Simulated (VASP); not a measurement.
**HfSc: single point with LDA**

The system is HfSc.

```xyz
2
Lattice="3.3373 0.0000 0.0000 -1.6687 2.8902 0.0000 0.0000 0.0000 4.8111" Properties=species:S:1:pos:R:3 pbc="T T T"
Hf    1.6687    0.9634    2.4056
Sc    0.0000    1.9268    0.0000
```

The cell comes from a database or a generator and needn't be the stable form of this composition.

```json
{"Program": "VASP 6.6.1", "Task": "single point", "Functional": "LDA", "Potentials or basis": "VASP PAW LDA potentials, release 64 (Hf_pv, Sc_sv)", "Cutoff": "520 eV", "k mesh": "8 × 8 × 5", "Occupations": "fermi-dirac, width 0.15 eV", "Spin": "no spin polarisation"}
```

```json
{"Pressure": "-6.2 GPa", "Band gap on the k mesh": "none (metal or under the smearing width)"}
```

Stress tensor (GPa, compression positive):
```
-9.02  0.00  0.00
 0.00 -9.02  0.00
 0.00  0.00 -0.51
```

Levels at points of the mesh, in eV from the Fermi level:
```csv
k point,band 8,band 9,band 10,band 11,band 12,band 13,band 14,band 15
"(0.00, 0.00, 0.00)",-6.14,-2.37,1.32,1.32,1.60,2.06,2.06,2.15
"(0.50, 0.00, 0.00)",-2.67,-1.61,-1.22,-0.63,0.77,1.61,2.33,3.91
```

Wall time 16 s on 1 thread of Intel(R) Xeon(R) Platinum 8559C (Emerald Rapids), on a shared host, peak memory 0.16 GiB.

The run has no spin-orbit coupling, so splittings on Hf are missing.
